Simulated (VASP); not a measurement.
OSZICAR of a VASP run on CuZn (CsCl type):

**OSZICAR**
```
       N       E                     dE             d eps       ncg     rms          rms(c)
DAV:   1     0.119215512643E+03    0.11922E+03   -0.11720E+04  1728   0.255E+03
DAV:   2     0.355714021835E+01   -0.11566E+03   -0.11241E+03  1680   0.326E+02
DAV:   3     0.315710768723E+00   -0.32414E+01   -0.32339E+01  2030   0.740E+01
DAV:   4     0.291769681953E+00   -0.23941E-01   -0.23938E-01  1946   0.572E+00
DAV:   5     0.291451569140E+00   -0.31811E-03   -0.31810E-03  2198   0.690E-01    0.866E+00
DAV:   6     0.479072803655E+00    0.18762E+00   -0.13748E+01  1794   0.973E+01    0.526E+00
DAV:   7     0.118887089568E+01    0.70980E+00   -0.31040E+00  1783   0.819E+01    0.210E+00
DAV:   8     0.119066718256E+01    0.17963E-02   -0.12427E-01  2231   0.487E+00    0.114E+00
DAV:   9     0.119886994979E+01    0.82028E-02   -0.16210E-02  2106   0.328E+00    0.476E-02
DAV:  10     0.119883038754E+01   -0.39562E-04   -0.51937E-04  1960   0.273E-01    0.278E-02
DAV:  11     0.119881943240E+01   -0.10955E-04   -0.86125E-06  2168   0.478E-02    0.877E-03
DAV:  12     0.119881971162E+01    0.27922E-06   -0.12675E-06  1332   0.236E-02
   1 F= 0.11988197E+01 E0= 0.11987875E+01  d E =0.119882E+01
       N       E                     dE             d eps       ncg     rms          rms(c)
DAV:   1     0.106233277564E+01   -0.13649E+00   -0.18807E+00  1680   0.338E+01    0.282E+00
DAV:   2     0.115067400711E+01    0.88341E-01   -0.10253E+00  1680   0.262E+01    0.130E+00
DAV:   3     0.118927640154E+01    0.38602E-01   -0.26433E-01  1702   0.150E+01    0.771E-01
DAV:   4     0.119579174306E+01    0.65153E-02   -0.14149E-02  2221   0.344E+00    0.298E-01
DAV:   5     0.119757089205E+01    0.17791E-02   -0.14787E-03  2754   0.700E-01    0.226E-02
DAV:   6     0.119757583714E+01    0.49451E-05   -0.96117E-05  2311   0.208E-01    0.763E-03
DAV:   7     0.119757206811E+01   -0.37690E-05   -0.30513E-06  1954   0.303E-02    0.126E-03
DAV:   8     0.119757172457E+01   -0.34354E-06   -0.88570E-07  1145   0.146E-02
   2 F= 0.11975717E+01 E0= 0.11976037E+01  d E =-.124799E-02
       N       E                     dE             d eps       ncg     rms          rms(c)
DAV:   1     0.118448395756E+01   -0.13088E-01   -0.17305E-01  1687   0.100E+01    0.884E-01
DAV:   2     0.119228806873E+01    0.78041E-02   -0.10634E-01  1687   0.853E+00    0.426E-01
DAV:   3     0.119662962729E+01    0.43416E-02   -0.26543E-02  1716   0.503E+00    0.222E-01
DAV:   4     0.119715178000E+01    0.52215E-03   -0.12481E-03  2265   0.964E-01    0.902E-02
DAV:   5     0.119731182316E+01    0.16004E-03   -0.11864E-04  2786   0.199E-01    0.534E-03
DAV:   6     0.119731197700E+01    0.15384E-06   -0.59958E-06  1930   0.407E-02
   3 F= 0.11973120E+01 E0= 0.11973251E+01  d E =-.150773E-02
```

Problem. Which electronic solver shows in the log?

Solution. It is blocked Davidson (ALGO = Normal, or the opening steps of other solvers). The INCAR had ALGO = Normal.

Problem. Can the final energy be trusted as converged?

Solution. The run converged. It stopped with EDIFF = 1E-6, NELM = 100, NSW = 60 and EDIFFG = -0.01 after 3 ionic steps (optB88-vdW, plane waves, VASP's PBE PAW potentials (set 64)).

The compound is CuZn in the CsCl type structure. This run relaxes it. Symmetry was kept, so distortions that lower it aren't found. The electron count is odd and the run is not spin-polarised, which forces a metal.
